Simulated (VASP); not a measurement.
Level of theory: r2SCAN meta-GGA, VASP's PBE PAW potentials (set 64) (plane waves; VASP 6.6.1).

VASP input:

File POSCAR:
```
MgO(100) slab
1
    2.9660702480     0.0000000000     0.0000000000
    0.0000000000     2.9660702480     0.0000000000
    0.0000000000     0.0000000000    27.5292990583
O Mg
6 6
Direct
  0.0000000000   0.5000000000   0.3086051450
  0.0000000000   0.5000000000   0.4618679451
  0.5000000000   0.0000000000   0.3858313259
  1.0000000000   0.5000000000   0.6141686741
  0.5000000000   0.0000000000   0.5381320549
  0.5000000000   0.0000000000   0.6913948550
  0.5000000000   0.0000000000   0.3102592388
  0.0000000000   0.5000000000   0.3855700511
  0.5000000000   1.0000000000   0.4619402096
  0.0000000000   0.5000000000   0.5380597904
  0.5000000000   0.0000000000   0.6144299489
  0.0000000000   0.5000000000   0.6897407612
```

### INCAR
```
SYSTEM = MgO(100) slab
PREC = Normal; ENCUT = 450; LREAL = F
LASPH = T
EDIFF = 1E-6; NELM = 100; NELMIN = 4
ALGO = Normal; LMIXTAU = T
ISMEAR = 0; SIGMA = 0.05
METAGGA = R2SCAN
LWAVE = F; LCHARG = F; LORBIT = 11
LVHAR = T
DIPOL = 0.5 0.5 0.5
LDIPOL = T; IDIPOL = 3
```

**KPOINTS**
```
K-points
0
G
  7 7 1
```

POTCAR, in this order: O Mg (PBE.64 set). Program: vasp_std. Read from the step before: WAVECAR.

**Question.** What will the output report for the number of irreducible k-points (NKPTS), largest plane-wave count, number of space-group operations, FFT grid (NGX, NGY, NGZ)?

**Answer.** 
```json
{
 "number of irreducible k-points (NKPTS)": "10",
 "largest_plane_wave_count": "5285",
 "number_of_space_group_operations": "16",
 "FFT grid (NGX, NGY, NGZ)": "16 × 16 × 144"
}
```

The cell is a thin slab with vacuum, built from MgO (rock salt): (100) face.
